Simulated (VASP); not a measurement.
OSZICAR of a VASP run on Ge (diamond):

OSZICAR:
```
       N       E                     dE             d eps       ncg     rms          rms(c)
DAV:   1     0.161280668620E+03    0.16128E+03   -0.15527E+04  2080   0.420E+03
DAV:   2     0.112721741336E+02   -0.15001E+03   -0.14739E+03  2024   0.527E+02
DAV:   3    -0.849790020512E+01   -0.19770E+02   -0.19558E+02  2228   0.146E+02
DAV:   4    -0.909860795335E+01   -0.60071E+00   -0.59977E+00  2322   0.291E+01
DAV:   5    -0.910879711618E+01   -0.10189E-01   -0.10183E-01  2254   0.392E+00    0.304E+00
DAV:   6    -0.906040416572E+01    0.48393E-01   -0.21093E-02  2226   0.168E+00    0.182E+00
DAV:   7    -0.903156943296E+01    0.28835E-01   -0.52271E-02  2130   0.234E+00    0.156E-01
DAV:   8    -0.903329780034E+01   -0.17284E-02   -0.68862E-03  2312   0.131E+00    0.571E-02
DAV:   9    -0.903329788273E+01   -0.82389E-07   -0.26060E-04  2610   0.323E-01    0.195E-02
DAV:  10    -0.903333237014E+01   -0.34487E-04   -0.11976E-04  2198   0.167E-01    0.567E-03
DAV:  11    -0.903333380451E+01   -0.14344E-05   -0.12026E-05  2498   0.665E-02    0.209E-03
DAV:  12    -0.903333408199E+01   -0.27748E-06   -0.75530E-07  2154   0.122E-02    0.194E-04
DAV:  13    -0.903333402898E+01    0.53015E-07   -0.29661E-08  1338   0.255E-03
   1 F= -.93655322E+01 E0= -.93655552E+01  d E =0.689456E-04
```

Question: Which electronic solver shows in the log?

Answer: It is blocked Davidson (ALGO = Normal, or the opening steps of other solvers). The INCAR had ALGO = Normal.

Question: Can the final energy be trusted as converged?

Answer: The calculation finished and met its thresholds. It stopped with EDIFF = 1E-7, NELM = 100 (PBE GGA with D3 dispersion (zero damping), plane waves, VASP's PBE PAW potentials (set 64)).

The compound is Ge in the diamond structure. It was relaxed first.
